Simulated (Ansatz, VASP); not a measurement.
# Cross-check of CsCaH3 between VASP and Ansatz, part 3 of 3

Aim: how closely do two programs agree when they are given the same cell, functional and k mesh? The cell is taken from a series of runs on this material, whose earlier steps may have relaxed, scaled, displaced or heated it; both programs get it as it stands.

VASP 6.6.1 and Ansatz 0.2.0.

So far: Starting point; VASP: zone-centre phonons, LDA.

**3. Ansatz: zone-centre phonons, LDA**

Level of this step: Ansatz beside VASP: Kohn-Sham DFT, plane waves, LDA (Ansatz).

Ansatz runs on its default PAW (the set named soft_2) files.

The same cell, functional (in two slightly different forms) and mesh now go to Ansatz, which takes its cutoff from its data sets.

input.yaml reads:

```yaml
crystal:
  lattice:
    - [4.4656596289, 0.0, 0.0]
    - [0.0, 4.4656596289, 0.0]
    - [0.0, 0.0, 4.4656596289]
  atoms:
    - { symbol: Cs, position: [0.0, 0.0, 0.0] }
    - { symbol: Ca, position: [0.5, 0.5, 0.5] }
    - { symbol: H, position: [0.5, 0.0, 0.5] }
    - { symbol: H, position: [0.0, 0.5, 0.5] }
    - { symbol: H, position: [0.5, 0.5, 0.0] }
kpoints:
  mp_grid: { grid: [4, 4, 4] }
hamiltonian:
  xc: lda
scf:
  occupations: { method: fixed }
output:
  eigenvalues: true
phonons:
  method: dfpt
  dielectric: true
  rigid_motions: translations
  qmesh: [2, 2, 2]
  temperatures: { t_max: 1000, t_step: 50 }
  qpath:
    path:
      - [[0.0, 0.0, 0.0], [0.0, 0.5, 0.0], [0.5, 0.5, 0.0], [0.0, 0.0, 0.0], [0.5, 0.5, 0.5], [0.0, 0.5, 0.0]]
      - [[0.5, 0.5, 0.5], [0.5, 0.5, 0.0]]
    npoints: 12
```

On the command line:

```bash
ansatz run input.yaml --threads 4 --pin off --max-ram 8192MiB --backend cpu --events-out ev --progress --plain --runs-dir out
```

Numbers of over 12 decimals in the logs are rounded to 6 here.

Log:

```text
Engine: ansatz 0.2.0, aarch64-unknown-linux-gnu
Pseudopotentials: kind: paw
Pseudopotential: Cs, paw, valence charge 9, recommended cutoff 420 eV (normal), Cs.paw.azcp
Pseudopotential: Ca, paw, valence charge 10, recommended cutoff 420 eV (normal), Ca.paw.azcp
Pseudopotential: H, paw, valence charge 1, recommended cutoff 420 eV (normal), H.paw.azcp
Functional definition: SPW92
  exchange = slater_x
  correlation = pw_c
Crystal: 5 atoms, lattice volume = 89.055 Å³
Basis set: ecut = 420 eV, 1743 PW (Γ), exchange–correlation on 60×60×60 points (8 copies of the dense FFT grid, shifted against one another)
Bands: 16, of which v1, the nominal top of the filled ones, is band 11 counted from 1 (10 counted from 0)
Symmetry: 48 space group operations
k-points: 30 of 64 (irreducible under 2 space group operations, time reversal used)
Non-local potential: Cs, projectors of the file, l = 0: 3, l = 1: 2, l = 2: 2, l = 3: 2
Non-local potential: Ca, projectors of the file, l = 0: 3, l = 1: 2, l = 2: 2
Non-local potential: H, projectors of the file, l = 0: 2, l = 1: 1
PAW form: soft (Blöchl's): semilocal exchange-correlation on the pseudo side does not see the compensation charge
PAW frozen core: Cs, regenerated for the run's functional, and the local potential with it (the file was generated under x = pbe(κ = 0.804, μ = 0.219515), c = pbe(β = 0.066725))
PAW frozen core: Ca, regenerated for the run's functional, and the local potential with it (the file was generated under x = pbe(κ = 0.804, μ = 0.219515), c = pbe(β = 0.066725))
PAW one-centre angular grid: Cs, 194 points (default); XC on 64 Gauss nodes
PAW one-centre angular grid: Ca, 110 points (default); XC on 64 Gauss nodes
PAW one-centre angular grid: H, 110 points (default); XC on 64 Gauss nodes
Initial density: superposition of atomic densities (neutral atoms: chi_scale 0, normalization atom), corrected by the library's trained network
Initial wavefunctions: pseudopotential atomic-orbital guess
Functional: x = slater, c = lda
SCF iter   1: F=—  HF=-7326.647137 eV  |F-HF|=—  |Δ(HF+E_count)|=         —  Δρ=1.02e-2  dr2=7.89e-2  ethr=1.77e-3  ⟨swp⟩=4.4  Hψ=2290  notcnv=0  defer=54
preconditioner: auto → Resta (q_TF=auto, 2.161 Å⁻¹)  ε∞=3.3  [insulator: Δε(μ)=2.507 eV  Ē_g=8.987 eV  n_scr=18 (ndim 8)  ℏωp=13.6 eV  f_vac=0.000  ε∞_Penn≈3.3]
SCF iter   2: F=—  HF=-7326.623837 eV  |F-HF|=—  |Δ(HF+E_count)|=   2.33e-2  Δρ=4.44e-3  dr2=1.56e-2  ethr=3.58e-4  ⟨swp⟩=1.2  Hψ=734  notcnv=0  defer=42
SCF iter   3: F=—  HF=-7326.618570 eV  |F-HF|=—  |Δ(HF+E_count)|=   5.27e-3  Δρ=4.52e-4  dr2=1.19e-4  ethr=7.08e-5  ⟨swp⟩=2.0  Hψ=616  notcnv=0  defer=77
SCF iter   4: F=—  HF=-7326.618574 eV  |F-HF|=—  |Δ(HF+E_count)|=   3.91e-6  Δρ=9.20e-5  dr2=3.95e-6  ethr=5.41e-7  ⟨swp⟩=3.0  Hψ=750  notcnv=0  defer=69
SCF iter   5: F=—  HF=-7326.618575 eV  |F-HF|=—  |Δ(HF+E_count)|=   1.75e-6  Δρ=2.51e-5  dr2=2.31e-7  ethr=1.80e-8  ⟨swp⟩=2.8  Hψ=821  notcnv=0  defer=32
SCF iter   6: F=—  HF=-7326.618573 eV  |F-HF|=—  |Δ(HF+E_count)|=   1.94e-6  Δρ=1.84e-6  dr2=2.55e-9  ethr=1.05e-9  ⟨swp⟩=2.1  Hψ=644  notcnv=0  defer=30
SCF iter   7: F=—  HF=-7326.618573 eV  |F-HF|=—  |Δ(HF+E_count)|=  9.28e-10  Δρ=4.57e-7  dr2=1.17e-10  ethr=1.00e-12  ⟨swp⟩=12.9  Hψ=3791  notcnv=0
SCF iter   8: F=-7326.618573 eV  HF=-7326.618573 eV  |F-HF|=3.64e-12  |Δ(HF+E_count)|=  1.07e-10  Δρ=9.39e-8  dr2=5.65e-12  ethr=1.00e-12  ⟨swp⟩=5.1  Hψ=1893  notcnv=0
SCF 1 converged in 8 iterations: F = -7326.618573 eV  dr2 = 5.65e-12
  greatest PAW one-centre occupation: 0.996 electrons in one spin orbital (limit 2), on the Ca atom at site 1 (counted from 0), in its partial waves of l = 0
DFPT response loops at Γ: preconditioner auto → none (the input reference at scf.mixing.eps_inf says where Resta's filter doesn't serve); β = 0.50; Broyden in place of MSR1
── the response to a field inside a basis, on 4×4×4 k-points: an SCF that follows is theirs, and a resumed run solves both again ──
Bands: 12, of which v1, the nominal top of the filled ones, is band 11 counted from 1 (10 counted from 0)
k-points: 4 of 64
Initial density: handed on by an earlier stage of this run
Initial wavefunctions: pseudopotential atomic-orbital guess (no wavefunctions were taken with the density)
Eigensolver: Dense (4 Hₖ)
SCF iter   1: F=—  HF=-7326.618182 eV  |F-HF|=—  |Δ(HF+E_count)|=         —  Δρ=1.42e-4  dr2=5.24e-6  ethr=1.00e-1
preconditioner: auto → Resta (q_TF=auto, 2.161 Å⁻¹)  ε∞=3.9  [insulator: Δε(μ)=3.501 eV  Ē_g=8.016 eV  n_scr=18 (ndim 8)  ℏωp=13.6 eV  f_vac=0.000  ε∞_Penn≈3.9]
SCF iter   2: F=—  HF=-7326.618182 eV  |F-HF|=—  |Δ(HF+E_count)|=   8.86e-7  Δρ=7.45e-5  dr2=1.54e-6  ethr=2.38e-8
SCF iter   3: F=-7326.618183 eV  HF=-7326.618183 eV  |F-HF|=1.08e-9  |Δ(HF+E_count)|=   4.33e-7  Δρ=4.28e-6  dr2=1.88e-8  ethr=6.99e-9
SCF 1 converged in 3 iterations: F = -7326.618183 eV  dr2 = 1.88e-8
DFPT response loops at Γ: mixed as the last ones told, above
WARN: field response: ε∞ stands inside a basis, on 4×4×4 points; the force constants stand on the 4×4×4 k-mesh, whose period is 13.08 times the interband length at k = (0.0000, -0.5000, -0.5000), direct gap 2.664 eV, under 14: take them and everything formed from them as unconverged, and compare with a denser kpoints.mp_grid
NSCF: frozen V_eff on 10 k-points
[...]
E sigma→0 (E₀):  -7326.618573 eV
Fermi energy:    3.707831 eV
--- Per-component energies (eV) ---
  E_band       = -202.525249
  E_kinetic    = 460.651130
  E_local      = -1047.305026  (includes V_loc(G=0)·N_el)
  E_nonlocal   = 103.530740
  E_hartree    = 351.855809
  E_xc         = -335.397784
  E_vxc        = -332.356170  (∫ρ·V_xc dr)
  E_paw        = -5720.442142  (= ΣΔE_a)
  E_vpaw       = -90.754229  (= ΣTr[D̂ρ^β])
  E_aug_tail   = -0.003340  (compensation charges beyond the density's cutoff)
  E_ewald      = -1140.061683
  E_core_change = 0.553722  (= ΣΔE_core)
  E_smearing   = -0.000000  (= −TS)
  E_closure    = 0.000000  (closes the sum)
  Σ components = -7326.618573   (vs F -7326.618573, Δ=0.00e0)
--- Band table (eV; the first three rows and the last of 30) ---
  k-point 0: bands = [... 7 lower, -3.1656, 0.6073, 2.7287, 2.7287, 9.1330, 9.1330, 9.1330, 10.0611, ... 1 higher]
  k-point 1: bands = [... 7 lower, -3.1439, 1.3086, 2.8781, 2.9596, 8.9353, 8.9353, 9.0164, 9.3131, ... 1 higher]
  k-point 2: bands = [... 7 lower, -3.1218, 2.4400, 2.6533, 3.0480, 8.2443, 8.9279, 8.9279, 9.1204, ... 1 higher]
  k-point 29: bands = [... 7 lower, -3.5698, 2.9078, 2.9078, 2.9078, 8.2870, 8.2870, 8.2870, 8.7792, ... 1 higher]
--- Phonons (Γ-DFPT): 4 representative perturbations + reference, on 30 of 64 k-points (Σ response iterations 13) ---
  k mesh reduced under 2 symmetry operations, with k and −k counted as one. Each operation leaves every solved perturbation unchanged. A smaller set is not considered because the run solves the response to a homogeneous field
  ASR residual: 7.354e-5 → 0.000e0 eV/Å²; symmetrization residual: 4.092e-7 eV/Å²
  ASR residual per site (eV/Å²): 7.35e-5 1.61e-5 6.11e-7 6.11e-7 6.11e-7
  Γ frequencies (cm⁻¹): 0.00 0.00 0.00 117.51 117.51 117.51 432.52 432.52 432.52 461.04 461.04 461.04 1113.12 1113.12 1113.12
  ε∞ (high-frequency dielectric tensor):
        3.844185     0.000000     0.000000
        0.000000     3.844185     0.000000
        0.000000     0.000000     3.844185
  ε⁰ (static dielectric tensor: ions relaxed, cell fixed):
        9.819499     0.000000    -0.000000
        0.000000     9.819499    -0.000000
       -0.000000    -0.000000     9.819499
  ε⁰ − ε∞ (ionic part):
        5.975314     0.000000    -0.000000
        0.000000     5.975314    -0.000000
       -0.000000    -0.000000     5.975314
  softest optical mode at Γ: 117.51 cm⁻¹; the repairs (sum rule, projections) moved no ω² at Γ by more than (1.35 cm⁻¹)²
  Born effective charges Z* (e; rows j = field, columns β = displacement):
    site 0:
         1.08914   -0.00000    0.00000
        -0.00000    1.08914    0.00000
         0.00000    0.00000    1.08914
    site 1:
         1.92443   -0.00000   -0.00000
         0.00000    1.92443    0.00000
        -0.00000    0.00000    1.92443
    site 2:
        -0.96228    0.00000    0.00000
         0.00000   -1.08901    0.00000
         0.00000    0.00000   -0.96228
    site 3:
        -1.08901    0.00000    0.00000
         0.00000   -0.96228    0.00000
         0.00000    0.00000   -0.96228
    site 4:
        -0.96228    0.00000    0.00000
         0.00000   -0.96228    0.00000
         0.00000    0.00000   -1.08901
  Z* charge neutrality: 2.130e-4 e pre-enforcement
  solved inside a basis spanned on kpoints, on 4×4×4 k-points, its susceptibility summed on 8×8×8: ε∞ is read to err by 9.0e-3, Z* by 1.1e-2 e (field_mesh: kpoints solves on kpoints); Z* is corrected for what the basis lacks
  optical modes at Γ without the LO–TO term, one row a degenerate level:
      ω (cm⁻¹)  modes    IR ((D/Å)²/amu)
[...]
optical modes at Γ + LO–TO along q̂ = [1.0000, 0.0000, 0.0000]:
      ω (cm⁻¹)  modes    IR ((D/Å)²/amu)
[...]
optical modes at Γ + LO–TO along q̂ = [0.0000, 1.0000, 0.0000]:
      ω (cm⁻¹)  modes    IR ((D/Å)²/amu)
[...]
1197.96      1            39.6274
  optical modes at Γ + LO–TO along q̂ = [0.0000, 0.0000, 1.0000]:
      ω (cm⁻¹)  modes    IR ((D/Å)²/amu)
        117.51      2             0.1172
        118.10      1             0.0085
        432.52      3             0.0000
        461.04      2            96.1082
        681.25      1            32.2328
       1113.12      2            47.5118
       1197.96      1            39.6274
--- Phonons (arbitrary-q DFPT): 4 irreducible q on the 2×2×2 mesh ---
  q = [0.0000, 0.0000, 0.0000] (star 1, of the zone-centre solve; hermiticity 1.13e-7, symmetrization 3.83e-8): -0.00 -0.00 0.00 117.51 117.51 117.51 432.52 432.52 432.52 461.04 461.04 461.04 1113.12 1113.12 1113.12
  q = [0.0000, 0.0000, -0.5000] (star 3, 9 solved perturbations in 216 linear systems a pass and spin channel, the states on 27 of 64 k-point pairs; hermiticity 3.28e-8, symmetrization 9.83e-14): 59.71 59.71 75.19 112.21 112.21 190.93 489.05 489.05 499.43 499.43 505.00 712.85 1112.48 1112.48 1234.74
  q = [0.0000, -0.5000, -0.5000] (star 3, 9 solved perturbations in 216 linear systems a pass and spin channel, the states on 27 of 64 k-point pairs; hermiticity 6.80e-8, symmetrization 1.79e-13): 58.59 63.45 63.45 121.96 197.81 197.81 415.37 487.22 487.22 531.64 531.64 706.01 1111.13 1139.32 1280.03
  q = [-0.5000, -0.5000, -0.5000] (star 1, 4 solved perturbations in 81 linear systems a pass and spin channel, the states on 27 of 64 k-point pairs; hermiticity 1.27e-8, symmetrization 2.81e-13): 68.93 68.93 68.93 208.10 208.10 208.10 374.76 374.76 374.76 595.17 595.17 595.17 1140.38 1140.38 1301.42
  sum rule: each row above includes the acoustic sum rule's correction from the zone centre's row sums; it moved no ω² by more than (0.41 cm⁻¹)²
  mesh force constants: q→R imaginary residual 8.82e-18; ASR residual 7.354e-5 → 0.000e0 eV/Å²; symmetrization residual 2.887e-15 eV/Å²
  interpolated dispersion: 75 rows × 15 modes
  density of states and harmonic sums: on the 14×14×14 q-mesh, interpolated from the force constants of a 2×2×2 supercell (with the dipole–dipole term)
  largest difference from the sums on the solved wave vectors: F 7.80e-2 eV, S 1.11e-4 and C_V 3.15e-5 eV/K
  zero-point energy: 0.450899 eV/cell   skipped modes (ω ≤ 0): 3   left out of the sums: 7.29e-5 of the cell's modes: C_V's classical limit lies that fraction below 3 k_B per atom; for a crystal, a wire or a layer, F and S can be off by more, and a phonons.interpolated_qmesh denser along its periods is the remedy for the sampling
[key lines of the parts left out:]
SCF converged after 8 iterations
Free energy (F): -7326.618573 eV
```

The column dr2 measures how far the density is from self-consistency, as an energy; F and HF (Harris–Foulkes) agree once it is small.

**4. Differences**

Known differences besides the potentials themselves: the two LDA forms differ slightly; fixed occupations in Ansatz, narrow Gaussian smearing in VASP; VASP's run holds the zone centre alone; VASP's response is taken on the typed mesh, Ansatz refines its own for the field response alone; the cutoff is 420 eV in Ansatz and 500 eV in VASP; VASP's log shows a relativistic correction to its local exchange, Ansatz's none. Total energies have different zeros and are not compared.

Compared:

| quantity | Ansatz | VASP | difference |
| --- | --- | --- | --- |
| ε∞ xx | 3.84 | 3.90 | -1.48 % |
| ε∞ yy | 3.84 | 3.90 | -1.48 % |
| ε∞ zz | 3.84 | 3.90 | -1.48 % |
| Born charge of Cs1 (mean of the diagonal) (e) | 1.09 | 1.10 | -0.01 |
| Born charge of Ca2 (mean of the diagonal) (e) | 1.92 | 1.94 | -0.01 |
| Born charge of H3 (mean of the diagonal) (e) | -1.00 | -1.01 | +0.01 |
| optical mode 1 to 3 (cm⁻¹) | 117.5 | 118.1 | -0.53 % |
| optical mode 4 to 6 (cm⁻¹) | 432.5 | 433.8 | -0.29 % |
| optical mode 7 to 9 (cm⁻¹) | 461.0 | 462.2 | -0.25 % |
| optical mode 10 to 12 (cm⁻¹) | 1113.1 | 1124.2 | -0.98 % |

Modes are paired by rising frequency, not by their patterns, so a pair may set unlike modes beside each other; they are those without the splitting of longitudinal modes.

**5. Summary of results**

```
r.m.s. difference of the optical zone-centre modes, each program's sorted by frequency (zone-centre phonons, LDA) : 5.6 cm⁻¹
difference in ε∞ xx (zone-centre phonons, LDA)                                                                    : -1.5 %
```

What this shows: The r.m.s. difference of the optical zone-centre modes, each program's sorted by frequency is 5.6 cm⁻¹ (zone-centre phonons, LDA). Among the rows given in per cent, the largest difference of the zone-centre phonons, LDA pair is in ε∞ xx, -1.5 %. How closely two codes agree says nothing of how well the functional describes the real material.

[Lines on the potential files, build, host, timing and source positions are cut from VASP's logs without a mark.]

[Logs are printed without paths, hosts, clocks, repeated set-up lines and the standing remarks that a program may print on its own settings, such as how far it seeks lower states.]

[Hosts, paths, dates, database ids (printed as entryN), source tags and the programs' standing remarks are cut or masked in the printed files.]
